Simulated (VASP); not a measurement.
Method: PBEsol GGA, VASP's PBE PAW potentials (set 64) (plane waves; VASP).

VASP ran on this input.

INCAR:
```
SYSTEM=GaP(110) slab
PREC=Normal; ENCUT=400; LREAL=.FALSE.
LASPH=.TRUE.
EDIFF=1E-5; NELM=100; NELMIN=4
ALGO=Normal; LMAXMIX=4
ISMEAR=0; SIGMA=0.05
GGA=PS
IBRION=2; NSW=50; ISIF=2
EDIFFG=-0.03
LWAVE=.TRUE.; LCHARG=.FALSE.
DIPOL=0.5 0.5 0.5
LDIPOL=.TRUE.; IDIPOL=3
```

File POSCAR:
```
GaP(110) slab
1
    5.4366874603     0.0000000000     0.0000000000
    0.0000000000     3.8443186128     0.0000000000
   -0.0000000000    -0.0000000000    26.4963158210
Ga P
6 6
Direct
  0.0000000000   0.0000000000   0.6813610000
  0.5000000000   0.5000000000   0.6088170000
  0.0000000000   0.0000000000   0.5362720000
  0.5000000000   0.5000000000   0.4637280000
  1.0000000000   0.0000000000   0.3911830000
  0.5000000000   0.5000000000   0.3186390000
  0.2500000000   0.0000000000   0.6088170000
  0.7500000000   0.5000000000   0.6813610000
  0.2500000000   0.0000000000   0.4637280000
  0.7500000000   0.5000000000   0.5362720000
  0.2500000000   0.0000000000   0.3186390000
  0.7500000000   0.5000000000   0.3911830000
```

**KPOINTS**
```
K-points
0
gamma
  4 5 1
```

POTCAR, in this order: Ga_d P (PBE.64 set). Program: vasp_std.

What VASP printed:

### OUTCAR
```
 ion  position               nearest neighbor table
   1  0.000  0.000  0.681-   7 2.35   8 2.35   8 2.35
   2  0.500  0.500  0.609-   8 2.35   7 2.35   7 2.35  10 2.35
   3  0.000  0.000  0.536-   9 2.35  10 2.35  10 2.35   7 2.35
   4  0.500  0.500  0.464-  10 2.35   9 2.35   9 2.35  12 2.35
   5  0.000  0.000  0.391-  11 2.35  12 2.35  12 2.35   9 2.35
   6  0.500  0.500  0.319-  12 2.35  11 2.35  11 2.35
   7  0.250  0.000  0.609-   1 2.35   2 2.35   2 2.35   3 2.35
   8  0.750  0.500  0.681-   2 2.35   1 2.35   1 2.35
   9  0.250  0.000  0.464-   3 2.35   4 2.35   4 2.35   5 2.35
  10  0.750  0.500  0.536-   4 2.35   3 2.35   3 2.35   2 2.35
  11  0.250  0.000  0.319-   5 2.35   6 2.35   6 2.35
  12  0.750  0.500  0.391-   6 2.35   5 2.35   5 2.35   4 2.35
  LATTYP: Found a simple orthorhombic cell.
 ALAT       =     3.8443186128
 B/A-ratio  =     1.4142135468
 C/A-ratio  =     6.8923308627
 Subroutine PRICEL returns:
 Original cell was already a primitive cell.
 Subroutine GETGRP returns: Found  4 space group operations
The static configuration has the point symmetry C_1h.
 The point group associated with its full space group is C_2v.
The dynamic configuration has the point symmetry C_1h.
 Subroutine INISYM returns: Found  4 space group operations
 Subroutine IBZKPT returns following result:
 Found      9 irreducible k-points:

 Following reciprocal coordinates:
            Coordinates               Weight
  0.000000  0.000000  0.000000      1.000000
  0.250000  0.000000  0.000000      2.000000
  0.500000  0.000000  0.000000      1.000000
  0.000000  0.200000  0.000000      2.000000
  0.250000  0.200000  0.000000      4.000000
  0.500000  0.200000  0.000000      2.000000
  0.000000  0.400000  0.000000      2.000000
  0.250000  0.400000  0.000000      4.000000
  0.500000  0.400000  0.000000      2.000000
   k-points           NKPTS =      9   k-points in BZ     NKDIM =      9   number of bands    NBANDS=     64
   number of dos      NEDOS =    301   number of ions     NIONS =     12
...
```

OSZICAR:
```
...
DAV:   3    -0.571331423231E+02   -0.47930E-02   -0.77447E-02  1576   0.230E+00    0.254E-01
DAV:   4    -0.571327430579E+02    0.39927E-03   -0.80230E-03  1680   0.186E+00    0.150E-01
DAV:   5    -0.571328964794E+02   -0.15342E-03   -0.46428E-03  1872   0.542E-01    0.582E-02
DAV:   6    -0.571329256504E+02   -0.29171E-04   -0.86339E-04  1400   0.353E-01    0.352E-02
DAV:   7    -0.571329247270E+02    0.92334E-06   -0.11140E-04  1392   0.141E-01    0.235E-02
DAV:   8    -0.571329279014E+02   -0.31744E-05   -0.64591E-05  1160   0.586E-02
   6 F= -.57132928E+02 E0= -.57132928E+02  d E =-.471590E-01
       N       E                     dE             d eps       ncg     rms          rms(c)
DAV:   1    -0.571327957920E+02    0.12894E-03   -0.28335E-01  1384   0.208E+00    0.125E-01
DAV:   2    -0.571336738666E+02   -0.87807E-03   -0.94499E-03  1528   0.552E-01    0.371E-02
DAV:   3    -0.571337199943E+02   -0.46128E-04   -0.78296E-04  1576   0.215E-01    0.266E-02
DAV:   4    -0.571337168509E+02    0.31434E-05   -0.78149E-05  1248   0.140E-01
   7 F= -.57133717E+02 E0= -.57133717E+02  d E =-.479479E-01
       N       E                     dE             d eps       ncg     rms          rms(c)
DAV:   1    -0.571357961924E+02   -0.20762E-02   -0.63524E+00  1400   0.101E+01    0.346E-01
DAV:   2    -0.571554126799E+02   -0.19616E-01   -0.20545E-01  1624   0.236E+00    0.148E-01
DAV:   3    -0.571558302686E+02   -0.41759E-03   -0.70779E-03  1584   0.570E-01    0.120E-01
DAV:   4    -0.571557515039E+02    0.78765E-04   -0.65437E-04  1488   0.518E-01    0.631E-02
DAV:   5    -0.571557578780E+02   -0.63741E-05   -0.38497E-04  1536   0.234E-01    0.157E-02
DAV:   6    -0.571557628781E+02   -0.50000E-05   -0.97530E-05  1544   0.772E-02
   8 F= -.57155763E+02 E0= -.57155763E+02  d E =-.220460E-01
       N       E                     dE             d eps       ncg     rms          rms(c)
DAV:   1    -0.571385545049E+02    0.17203E-01   -0.78776E+00  1416   0.113E+01    0.392E-01
DAV:   2    -0.571636745307E+02   -0.25120E-01   -0.26291E-01  1616   0.267E+00    0.163E-01
DAV:   3    -0.571641715404E+02   -0.49701E-03   -0.86977E-03  1600   0.644E-01    0.132E-01
DAV:   4    -0.571640816798E+02    0.89861E-04   -0.86124E-04  1456   0.542E-01    0.694E-02
DAV:   5    -0.571640876104E+02   -0.59306E-05   -0.46059E-04  1488   0.284E-01    0.165E-02
DAV:   6    -0.571641004863E+02   -0.12876E-04   -0.17250E-04  1536   0.796E-02    0.168E-02
DAV:   7    -0.571641002029E+02    0.28332E-06   -0.19490E-05   920   0.306E-02
   9 F= -.57164100E+02 E0= -.57164100E+02  d E =-.303834E-01
       N       E                     dE             d eps       ncg     rms          rms(c)
DAV:   1    -0.571344241284E+02    0.29676E-01   -0.12598E+01  1424   0.142E+01    0.454E-01
DAV:   2    -0.571761667633E+02   -0.41743E-01   -0.43136E-01  1648   0.377E+00    0.158E-01
DAV:   3    -0.571773569659E+02   -0.11902E-02   -0.18957E-02  1488   0.145E+00    0.103E-01
DAV:   4    -0.571773845051E+02   -0.27539E-04   -0.25189E-03  1512   0.790E-01    0.690E-02
DAV:   5    -0.571774030666E+02   -0.18561E-04   -0.11303E-03  1568   0.421E-01    0.202E-02
DAV:   6    -0.571774420015E+02   -0.38935E-04   -0.40995E-04  1440   0.147E-01    0.122E-02
DAV:   7    -0.571774468313E+02   -0.48297E-05   -0.38183E-05   984   0.788E-02
  10 F= -.57177447E+02 E0= -.57177447E+02  d E =-.133466E-01
       N       E                     dE             d eps       ncg     rms          rms(c)
DAV:   1    -0.571773868160E+02    0.55186E-04   -0.11949E-01  1464   0.136E+00    0.443E-02
DAV:   2    -0.571776455505E+02   -0.25873E-03   -0.26405E-03  1632   0.275E-01    0.139E-02
DAV:   3    -0.571776547196E+02   -0.91691E-05   -0.11832E-04  1304   0.109E-01    0.926E-03
DAV:   4    -0.571776565305E+02   -0.18109E-05   -0.14834E-05   800   0.788E-02
  11 F= -.57177657E+02 E0= -.57177657E+02  d E =-.135563E-01
       N       E                     dE             d eps       ncg     rms          rms(c)
DAV:   1    -0.571745137858E+02    0.31409E-02   -0.93283E-01  1216   0.385E+00    0.227E-01
DAV:   2    -0.571805377964E+02   -0.60240E-02   -0.65033E-02  1656   0.141E+00    0.971E-02
DAV:   3    -0.571805247086E+02    0.13088E-04   -0.27598E-03  1368   0.427E-01    0.646E-02
DAV:   4    -0.571804791403E+02    0.45568E-04   -0.52236E-04  1608   0.384E-01    0.390E-02
DAV:   5    -0.571804791310E+02    0.93041E-08   -0.21318E-04  1536   0.223E-01    0.123E-02
DAV:   6    -0.571804929679E+02   -0.13837E-04   -0.12169E-04  1288   0.539E-02    0.824E-03
DAV:   7    -0.571804937449E+02   -0.77692E-06   -0.46465E-06   736   0.258E-02
  12 F= -.57180494E+02 E0= -.57180494E+02  d E =-.283721E-02
       N       E                     dE             d eps       ncg     rms          rms(c)
DAV:   1    -0.571804641409E+02    0.28827E-04   -0.16067E-02  1224   0.503E-01    0.277E-02
DAV:   2    -0.571805650038E+02   -0.10086E-03   -0.10781E-03  1680   0.180E-01    0.131E-02
DAV:   3    -0.571805653783E+02   -0.37446E-06   -0.42098E-05  1072   0.490E-02    0.885E-03
DAV:   4    -0.571805650877E+02    0.29057E-06   -0.79348E-06   736   0.548E-02
  13 F= -.57180565E+02 E0= -.57180565E+02  d E =-.290856E-02
       N       E                     dE             d eps       ncg     rms          rms(c)
DAV:   1    -0.571803193627E+02    0.24602E-03   -0.34848E-01  1464   0.240E+00    0.875E-02
DAV:   2    -0.571812227564E+02   -0.90339E-03   -0.93461E-03  1552   0.501E-01    0.310E-02
DAV:   3    -0.571812465869E+02   -0.23830E-04   -0.42065E-04  1576   0.198E-01    0.225E-02
DAV:   4    -0.571812463705E+02    0.21633E-06   -0.60522E-05  1104   0.131E-01
  14 F= -.57181246E+02 E0= -.57181246E+02  d E =-.681283E-03
       N       E                     dE             d eps       ncg     rms          rms(c)
DAV:   1    -0.571812698424E+02   -0.23256E-04   -0.24409E-03  1488   0.218E-01    0.108E-02
DAV:   2    -0.571812810765E+02   -0.11234E-04   -0.11809E-04  1344   0.577E-02    0.650E-03
DAV:   3    -0.571812814476E+02   -0.37102E-06   -0.45242E-06   728   0.454E-02    0.223E-03
DAV:   4    -0.571812818387E+02   -0.39116E-06   -0.23393E-06   696   0.144E-02
  15 F= -.57181282E+02 E0= -.57181282E+02  d E =-.716751E-03
       N       E                     dE             d eps       ncg     rms          rms(c)
DAV:   1    -0.571813127626E+02   -0.31315E-04   -0.90252E-03  1464   0.385E-01    0.135E-02
DAV:   2    -0.571813356868E+02   -0.22924E-04   -0.23547E-04  1544   0.794E-02    0.543E-03
DAV:   3    -0.571813361541E+02   -0.46727E-06   -0.90120E-06   736   0.323E-02    0.364E-03
DAV:   4    -0.571813363352E+02   -0.18108E-06   -0.23685E-06   664   0.201E-02
  16 F= -.57181336E+02 E0= -.57181336E+02  d E =-.771247E-03
       N       E                     dE             d eps       ncg     rms          rms(c)
DAV:   1    -0.571813103675E+02    0.25787E-04   -0.35942E-02  1456   0.770E-01    0.276E-02
DAV:   2    -0.571814034936E+02   -0.93126E-04   -0.96293E-04  1576   0.159E-01    0.100E-02
DAV:   3    -0.571814051242E+02   -0.16306E-05   -0.34822E-05   976   0.629E-02    0.647E-03
DAV:   4    -0.571814054106E+02   -0.28641E-06   -0.77155E-06   736   0.397E-02
  17 F= -.57181405E+02 E0= -.57181405E+02  d E =-.840323E-03
       N       E                     dE             d eps       ncg     rms          rms(c)
DAV:   1    -0.571811726806E+02    0.23244E-03   -0.10916E-01  1240   0.129E+00    0.681E-02
DAV:   2    -0.571817694528E+02   -0.59677E-03   -0.64495E-03  1648   0.426E-01    0.287E-02
DAV:   3    -0.571817760110E+02   -0.65583E-05   -0.32665E-04  1448   0.110E-01    0.209E-02
DAV:   4    -0.571817721248E+02    0.38862E-05   -0.34291E-05  1040   0.636E-02
  18 F= -.57181772E+02 E0= -.57181772E+02  d E =-.366714E-03
```

**OUTCAR**
```
------------------------ aborting loop because EDIFF is reached ----------------------------------------
  FORCE on cell =-STRESS in cart. coord.  units (eV):
  Direction    XX          YY          ZZ          XY          YZ          ZX
  --------------------------------------------------------------------------------------
  Total       -1.3817912     -2.3520496     -0.6940715      0.0000000      0.0000000      0.0000000
  in kB       -3.9977329     -6.8048386     -2.0080548      0.0000000      0.0000000      0.0000000
  external PRESSURE =      -4.2702088 kB  Pullay stress =       0.0000000 kB
  volume of cell :      553.78
      direct lattice vectors                 reciprocal lattice vectors
     5.436687460  0.000000000  0.000000000     0.183935532  0.000000000  0.000000000
     0.000000000  3.844318613  0.000000000     0.000000000  0.260124121  0.000000000
     0.000000000  0.000000000 26.496315821     0.000000000  0.000000000  0.037741096
 POSITION                                       TOTAL-FORCE (eV/Angst)
 -----------------------------------------------------------------------------------
      5.13801      0.00000     17.63265         0.009493      0.000000     -0.012619
      2.82156      1.92216     16.22668        -0.012413      0.000000     -0.014922
      0.08581      0.00000     14.17215        -0.010835      0.000000      0.003123
      2.80415      1.92216     12.32417        -0.010835      0.000000     -0.003123
      0.10322      0.00000     10.26963        -0.012413      0.000000      0.014922
      2.41966      1.92216      8.86366         0.009493      0.000000      0.012619
      1.45884      0.00000     16.11371         0.005354      0.000000      0.009463
      4.01309      1.92216     18.27494         0.003703      0.000000     -0.011617
      1.43358      0.00000     12.24843         0.004698      0.000000     -0.004539
      4.15193      1.92216     14.24789         0.004698      0.000000      0.004539
      1.29475      0.00000      8.22138         0.003703      0.000000      0.011617
      4.17718      1.92216     10.38261         0.005354      0.000000     -0.009463
 -----------------------------------------------------------------------------------
    total drift:                               -0.012814     -0.000000     -0.000060
  FREE ENERGIE OF THE ION-ELECTRON SYSTEM (eV)
  ---------------------------------------------------
  free  energy   TOTEN  =       -57.1817721248 eV

  energy  without entropy=      -57.1817721248  energy(sigma->0) =      -57.18177212

 reached required accuracy - stopping structural energy minimisation
```
(Selected blocks of OUTCAR.)

CONTCAR:
```
GaP(110) slab
   1.00000000000000
     5.4366874602999999    0.0000000000000000    0.0000000000000000
     0.0000000000000000    3.8443186128000000    0.0000000000000000
     0.0000000000000000    0.0000000000000000   26.4963158209999996
  Ga              P
     6     6
Direct
     0.9450623595713281    0.0000000000000000    0.6654755953697851
     0.5189853581321088    0.5000000000000000    0.6124128285007324
     0.0157831795761695    0.0000000000000000    0.5348723662031249
     0.5157831795761693    0.5000000000000000    0.4651276337968750
     0.0189853581321087    0.0000000000000000    0.3875871714992674
     0.4450623595713279    0.5000000000000000    0.3345244046302147
     0.2683318879739263    0.0000000000000000    0.6081490135121987
     0.7381506446549067    0.5000000000000000    0.6897162855913809
     0.2636865700915607    0.0000000000000000    0.4622689862081659
     0.7636865700915608    0.5000000000000000    0.5377310137918342
     0.2381506446549068    0.0000000000000000    0.3102837144086193
     0.7683318879739264    0.5000000000000000    0.3918509864878013
```

The cell is a thin slab with vacuum, built from GaP (zinc blende): (110) face.
